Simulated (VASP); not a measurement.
Output of a VASP run:

File OUTCAR:
```
 ion  position               nearest neighbor table
   1  0.000  0.000  0.000-   2 3.30   2 3.30   2 3.30   2 3.30   2 3.30   2 3.30   2 3.30   2 3.30
  LATTYP: Found a simple cubic cell.
 ALAT       =     3.8090000000
 Subroutine PRICEL returns:
 Original cell was already a primitive cell.
 Subroutine GETGRP returns: Found 48 space group operations
The static configuration has the point symmetry O_h .
The dynamic configuration has the point symmetry O_h .
 Subroutine INISYM returns: Found 48 space group operations
 Subroutine IBZKPT returns following result:
 Found     20 irreducible k-points:

 Following reciprocal coordinates:
            Coordinates               Weight
  0.000000  0.000000  0.000000      1.000000
  0.166667  0.000000  0.000000      6.000000
  0.333333  0.000000  0.000000      6.000000
  0.500000  0.000000  0.000000      3.000000
  0.166667  0.166667  0.000000     12.000000
  0.333333  0.166667  0.000000     24.000000
  0.500000  0.166667  0.000000     12.000000
  0.333333  0.333333  0.000000     12.000000
  0.500000  0.333333  0.000000     12.000000
  0.500000  0.500000  0.000000      3.000000
  0.166667  0.166667  0.166667      8.000000
  0.333333  0.166667  0.166667     24.000000
  0.500000  0.166667  0.166667     12.000000
  0.333333  0.333333  0.166667     24.000000
  0.500000  0.333333  0.166667     24.000000
  0.500000  0.500000  0.166667      6.000000
  0.333333  0.333333  0.333333      8.000000
  0.500000  0.333333  0.333333     12.000000
  0.500000  0.500000  0.333333      6.000000
  0.500000  0.500000  0.500000      1.000000
   k-points           NKPTS =     20   k-points in BZ     NKDIM =     20   number of bands    NBANDS=     18
   number of dos      NEDOS =    301   number of ions     NIONS =      2
   total plane-waves  NPLWV =  21952
   dimension x,y,z NGX =    28 NGY =   28 NGZ =   28
   dimension x,y,z NGXF=    56 NGYF=   56 NGZF=   56
   ions per type =               1   1
   PREC   = accura    normal or accurate (medium, high low for compatibility)
   ISTART =      0    job   : 0-new  1-cont  2-samecut
   ICHARG =      2    charge: 1-file 2-atom 10-const
   ISPIN  =      1    spin polarized calculation?
   LNONCOLLINEAR =      F non collinear calculations
   LSORBIT =      F    spin-orbit coupling
   INIWAV =      1    electr: 0-lowe 1-rand  2-diag
   ENCUT  =  400.0 eV  29.40 Ry    5.42 a.u.   6.21  6.21  6.21*2*pi/ulx,y,z
   NELM   =    100;   NELMIN=  2; NELMDL= -5     # of ELM steps
   EDIFF  = 0.1E-05   stopping-criterion for ELM
   LREAL  =      F    real-space projection
   NLSPLINE    = F    spline interpolate recip. space projectors
   LMAXMIX     =    4 max onsite mixed and CHGCAR
   VOSKOWN=      0    Vosko Wilk Nusair interpolation
   EDIFFG = -.1E-01   stopping-criterion for IOM
   NSW    =     60    number of steps for IOM
   NBLOCK =      1;   KBLOCK =     60    inner block; outer block
   IBRION =      2    ionic relax: 0-MD 1-quasi-New 2-CG
   NFREE  =      1    steps in history (QN), initial steepest desc. (CG)
   ISIF   =      3    stress and relaxation
   ISYM   =      2    0-nonsym 1-usesym 2-fastsym
   TEIN   =    0.0    initial temperature
   TEBEG  =    0.0;   TEEND  =   0.0 temperature during run
   SMASS  =  -3.00    Nose mass-parameter (am)
   PSTRESS=    0.0 pullay stress
   NELECT =      28.0000    total number of electrons
   EFERMI =   0.00;   METHOD = LEGACY
   ISMEAR =     0;   SIGMA  =   0.05  broadening in eV -4-tet -1-fermi 0-gaus
   IALGO  =     38    algorithm
   LDIAG  =      T    sub-space diagonalisation (order eigenvalues)
   IMIX   =      4    mixing-type and parameters
     AMIX     =   0.40;   BMIX     =  1.00
     AMIX_MAG =   1.60;   BMIX_MAG =  1.00
     AMIN     =   0.10
   GGA     = PS    functional components
   VOSKOWN =     0    Vosko Wilk Nusair interpolation
   LHFCALC =     F    Hartree Fock is set to
   LHFONE  =     F    Hartree Fock one center treatment
   AEXX    =    0.0000 exact exchange contribution
...
```

**OSZICAR**
```
       N       E                     dE             d eps       ncg     rms          rms(c)
DAV:   1     0.206341505631E+03    0.20634E+03   -0.13458E+04   722   0.148E+03
DAV:   2     0.495512335208E+01   -0.20139E+03   -0.19835E+03   734   0.383E+02
DAV:   3    -0.658325462125E+01   -0.11538E+02   -0.11442E+02   840   0.101E+02
DAV:   4    -0.684814372584E+01   -0.26489E+00   -0.26479E+00   820   0.155E+01
DAV:   5    -0.685792919579E+01   -0.97855E-02   -0.97853E-02   826   0.296E+00    0.352E+00
DAV:   6    -0.681630668117E+01    0.41623E-01   -0.83278E-02   800   0.301E+00    0.237E+00
DAV:   7    -0.680802027087E+01    0.82864E-02   -0.40161E-02   800   0.214E+00    0.706E-01
DAV:   8    -0.680733342370E+01    0.68685E-03   -0.39941E-03   748   0.625E-01    0.483E-02
DAV:   9    -0.680733427858E+01   -0.85489E-06   -0.11961E-04   968   0.884E-02    0.128E-02
DAV:  10    -0.680733539737E+01   -0.11188E-05   -0.13937E-05   796   0.449E-02    0.236E-03
DAV:  11    -0.680733511903E+01    0.27834E-06   -0.12193E-06   416   0.130E-02
   1 F= -.68073351E+01 E0= -.68065668E+01  d E =-.680734E+01
       N       E                     dE             d eps       ncg     rms          rms(c)
DAV:   1    -0.858518059715E+01   -0.17778E+01   -0.45181E+01   756   0.975E+01    0.736E+00
DAV:   2    -0.710230258129E+01    0.14829E+01   -0.28891E+00   758   0.217E+01    0.277E+00
DAV:   3    -0.683391668946E+01    0.26839E+00   -0.10492E+00   874   0.127E+01    0.165E+00
DAV:   4    -0.683292145309E+01    0.99524E-03   -0.45703E-02   728   0.138E+00    0.318E-01
DAV:   5    -0.683224478791E+01    0.67667E-03   -0.14041E-02   914   0.144E+00    0.123E-01
DAV:   6    -0.683201083245E+01    0.23396E-03   -0.98780E-04   842   0.387E-01    0.281E-02
DAV:   7    -0.683200724096E+01    0.35915E-05   -0.20263E-05   918   0.449E-02    0.141E-02
DAV:   8    -0.683200323632E+01    0.40046E-05   -0.16431E-05   746   0.383E-02    0.512E-03
DAV:   9    -0.683200310444E+01    0.13188E-06   -0.15912E-06   596   0.939E-03
   2 F= -.68320031E+01 E0= -.68310023E+01  d E =-.246680E-01
       N       E                     dE             d eps       ncg     rms          rms(c)
DAV:   1    -0.695328521160E+01   -0.12128E+00   -0.28020E+00   758   0.222E+01    0.185E+00
DAV:   2    -0.685047053453E+01    0.10281E+00   -0.21769E-01   758   0.604E+00    0.683E-01
DAV:   3    -0.683455419632E+01    0.15916E-01   -0.66077E-02   838   0.331E+00    0.358E-01
DAV:   4    -0.683461688271E+01   -0.62686E-04   -0.44197E-03   726   0.435E-01    0.406E-02
DAV:   5    -0.683458466994E+01    0.32213E-04   -0.75909E-04   778   0.296E-01    0.624E-02
DAV:   6    -0.683459579375E+01   -0.11124E-04   -0.63499E-05   742   0.761E-02    0.983E-03
DAV:   7    -0.683459510617E+01    0.68757E-06   -0.54324E-06   784   0.246E-02
   3 F= -.68345951E+01 E0= -.68334361E+01  d E =-.272600E-01
```

OUTCAR:
```
------------------------ aborting loop because EDIFF is reached ----------------------------------------
  FORCE on cell =-STRESS in cart. coord.  units (eV):
  Direction    XX          YY          ZZ          XY          YZ          ZX
  --------------------------------------------------------------------------------------
  Total        0.0163116      0.0163116      0.0163116     -0.0000000      0.0000000     -0.0000000
  in kB        0.4475721      0.4475721      0.4475721     -0.0000000      0.0000000     -0.0000000
  external PRESSURE =       0.4475721 kB  Pullay stress =       0.0000000 kB
  volume of cell :       58.39
      direct lattice vectors                 reciprocal lattice vectors
     3.879548805  0.000000000 -0.000000000     0.257761933 -0.000000000  0.000000000
     0.000000000  3.879548805  0.000000000    -0.000000000  0.257761933 -0.000000000
     0.000000000  0.000000000  3.879548805     0.000000000 -0.000000000  0.257761933
 POSITION                                       TOTAL-FORCE (eV/Angst)
 -----------------------------------------------------------------------------------
      0.00000      0.00000      0.00000        -0.000000     -0.000000      0.000000
      1.93977      1.93977      1.93977         0.000000      0.000000     -0.000000
 -----------------------------------------------------------------------------------
    total drift:                                0.000000      0.000000      0.000000
  FREE ENERGIE OF THE ION-ELECTRON SYSTEM (eV)
  ---------------------------------------------------
  free  energy   TOTEN  =        -6.8345951062 eV

  energy  without entropy=       -6.8322770219  energy(sigma->0) =       -6.83343606

 reached required accuracy - stopping structural energy minimisation
```
(Selected blocks of OUTCAR.)

File POSCAR:
```
TlBi
1
    3.8090000000     0.0000000000     0.0000000000
    0.0000000000     3.8090000000     0.0000000000
    0.0000000000     0.0000000000     3.8090000000
Tl Bi
1 1
Direct
  0.0000000000   0.0000000000   0.0000000000
  0.5000000000   0.5000000000   0.5000000000
```

Question: Reconstruct the remaining input files.

Answer: One answer among several that fit: the input of the run itself, PBEsol GGA, plane waves, VASP's PBE PAW potentials (set 64).

INCAR:
```
# general
SYSTEM   =  TlBi
PREC     =  Accurate
ENCUT    =  400
LREAL    =  .False.
LASPH    =  .True.

# electronic loop
EDIFF    =  1E-6
NELM     =  100
ALGO     =  Normal
LMAXMIX  =  4

# smearing
ISMEAR   =  0
SIGMA    =  0.05

# functional
GGA      =  PS

# ions
IBRION   =  2
NSW      =  60
ISIF     =  3
EDIFFG   =  -0.01

# output
LWAVE    =  .False.
LCHARG   =  .False.
```

### KPOINTS
```
kpoints
0
G
6 6 6
0 0 0
```

POTCAR, in this order: Tl_d Bi_d (PBE.64 set). Program: vasp_std.

Energy and stress use the plane-wave basis of the starting cell.

The structure was generated: TlBi was put into the CsCl type type (Pm-3m), which need not be its known phase. This run relaxes it. Symmetry was kept, so distortions that lower it aren't found. VASP warned that the highest band is occupied, so more bands are needed.
